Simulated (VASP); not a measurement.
All values below come from PBE GGA with D3 dispersion (zero damping), VASP's PBE PAW potentials (set 64) (plane waves; VASP).

Input for VASP

INCAR:
```
LEFG = .True.
LWAVE = .False.
LMAXMIX = 4
GGA = PE   # PBE
ISMEAR = -5   # tetrahedra, Bloechl
ENCUT = 520   # plane-wave cut-off (eV)
LORBIT = 11   # lm-projected
ISPIN = 2
LASPH = .True.   # aspherical one-centre terms
PREC = Accurate
LCHARG = .True.
ALGO = Normal   # blocked Davidson
NEDOS = 601   # DOS grid
EDIFF = 1E-7   # SCF stop (eV)
LREAL = .False.   # projection in real space or not
IVDW = 11   # D3, zero damping
MAGMOM = 4.5 -4.5 -0.0 0.0 0.0 -0.0
NELM = 100   # most electronic steps
SYSTEM = MnF2
ISIF = 2
```

### POSCAR
```
MnF2
1
    4.8922873346     0.0000000000     0.0000000000
    0.0000000000     4.8922873346     0.0000000000
    0.0000000000     0.0000000000     3.3239682883
Mn F
2 4
Direct
  0.0000000000   0.0000000000   0.0000000000
  0.5000000000   0.5000000000   0.5000000000
  0.3035975797   0.3035975797   1.0000000000
  0.8035975797   0.1964024203   0.5000000000
  0.1964024203   0.8035975797   0.5000000000
  0.6964024203   0.6964024203   0.0000000000
```

File KPOINTS:
```
Automatic mesh
0
Gamma
5 5 8
0 0 0
```

POTCAR, in this order: Mn_pv F (PBE.64 set). Program: vasp_std.

The resulting files:

File OSZICAR:
```
       N       E                     dE             d eps       ncg     rms          rms(c)
DAV:   1     0.716871648916E+03    0.71687E+03   -0.31465E+04  3968   0.191E+03
DAV:   2     0.357800501020E+02   -0.68109E+03   -0.65862E+03  4232   0.551E+02
DAV:   3    -0.407656925978E+02   -0.76546E+02   -0.75738E+02  4424   0.187E+02
DAV:   4    -0.431149828116E+02   -0.23493E+01   -0.23185E+01  4576   0.312E+01
DAV:   5    -0.431558811540E+02   -0.40898E-01   -0.40892E-01  4096   0.467E+00    0.203E+01
DAV:   6    -0.392789338617E+02    0.38769E+01   -0.26264E+01  4576   0.371E+01    0.148E+01
DAV:   7    -0.394234051154E+02   -0.14447E+00   -0.18631E+00  3976   0.103E+01    0.101E+01
DAV:   8    -0.392379082615E+02    0.18550E+00   -0.46564E-01  4048   0.620E+00    0.329E+00
DAV:   9    -0.394294148950E+02   -0.19151E+00   -0.10319E-01  4648   0.350E+00    0.872E-01
DAV:  10    -0.394334054873E+02   -0.39906E-02   -0.20823E-02  4024   0.940E-01    0.160E-01
DAV:  11    -0.394337269948E+02   -0.32151E-03   -0.76605E-04  4408   0.251E-01    0.634E-02
DAV:  12    -0.394339360124E+02   -0.20902E-03   -0.11290E-04  4288   0.820E-02    0.476E-02
DAV:  13    -0.394339728076E+02   -0.36795E-04   -0.36853E-05  4128   0.439E-02    0.127E-02
DAV:  14    -0.394339813882E+02   -0.85805E-05   -0.12764E-05  4296   0.268E-02    0.365E-03
DAV:  15    -0.394339816777E+02   -0.28955E-06   -0.63229E-07  3680   0.588E-03    0.193E-03
DAV:  16    -0.394339819828E+02   -0.30506E-06   -0.21628E-07  3344   0.320E-03    0.727E-04
DAV:  17    -0.394339819946E+02   -0.11806E-07   -0.11283E-08  2272   0.894E-04
   1 F= -.40225430E+02 E0= -.40225430E+02  d E =0.000000E+00  mag=     0.0000
```

**OUTCAR**
```
------------------------ aborting loop because EDIFF is reached ----------------------------------------
 Edisp (eV)   -0.79145
  FORCE on cell =-STRESS in cart. coord.  units (eV):
  Direction    XX          YY          ZZ          XY          YZ          ZX
  --------------------------------------------------------------------------------------
  Total       0.05290     0.05290     0.00452     0.00000     0.00000     0.00000
  in kB       1.06533     1.06533     0.09094     0.00000     0.00000     0.00000
  external pressure =        0.74 kB  Pullay stress =        0.00 kB
  volume of cell :       79.56
      direct lattice vectors                 reciprocal lattice vectors
     4.892287335  0.000000000  0.000000000     0.204403366  0.000000000  0.000000000
     0.000000000  4.892287335  0.000000000     0.000000000  0.204403366  0.000000000
     0.000000000  0.000000000  3.323968288     0.000000000  0.000000000  0.300845229
 POSITION                                       TOTAL-FORCE (eV/Angst)
 -----------------------------------------------------------------------------------
      0.00000      0.00000      0.00000        -0.000000     -0.000000      0.000000
      2.44614      2.44614      1.66198        -0.000000     -0.000000      0.000000
      1.48529      1.48529      0.00000        -0.010440     -0.010440      0.000000
      3.93143      0.96086      1.66198        -0.010440      0.010440     -0.000000
      0.96086      3.93143      1.66198         0.010440     -0.010440      0.000000
      3.40700      3.40700      0.00000         0.010440      0.010440     -0.000000
 -----------------------------------------------------------------------------------
    total drift:                                0.000000      0.000000      0.000000
  FREE ENERGIE OF THE ION-ELECTRON SYSTEM (eV)
  ---------------------------------------------------
  free  energy   TOTEN  =       -40.2254295533 eV

  energy  without entropy=      -40.2254295533  energy(sigma->0) =      -40.22542955

 total charge

# of ion       s       p       d       tot
------------------------------------------
    1        0.160   6.140   4.954  11.254
    2        0.160   6.140   4.954  11.254
    3        1.735   4.362   0.000   6.097
    4        1.735   4.362   0.000   6.097
    5        1.735   4.362   0.000   6.097
    6        1.735   4.362   0.000   6.097
--------------------------------------------------
tot          7.259  29.726   9.908  46.894

 magnetization (x)

# of ion       s       p       d       tot
------------------------------------------
    1        0.017   0.016   4.506   4.540
    2       -0.017  -0.016  -4.506  -4.540
    3       -0.002  -0.024   0.000  -0.026
    4        0.002   0.024   0.000   0.026
    5        0.002   0.024   0.000   0.026
    6       -0.002  -0.024   0.000  -0.026
--------------------------------------------------
tot          0.000   0.000   0.000   0.000

 Electric field gradients after diagonalization (V/A^2)
 (convention: |V_zz| > |V_xx| > |V_yy|)
----------------------------------------------------------------------
 ion       V_xx      V_yy      V_zz     asymmetry (V_yy - V_xx)/ V_zz
----------------------------------------------------------------------
   1     -13.726   -11.440    25.166       0.091
   2     -13.726   -11.440    25.166       0.091
   3      46.462    18.154   -64.616       0.438
   4      46.462    18.154   -64.616       0.438
   5      46.462    18.154   -64.616       0.438
   6      46.462    18.154   -64.616       0.438
```
(Selected blocks of OUTCAR.)

The compound is MnF2 in the rutile structure. It was relaxed first.
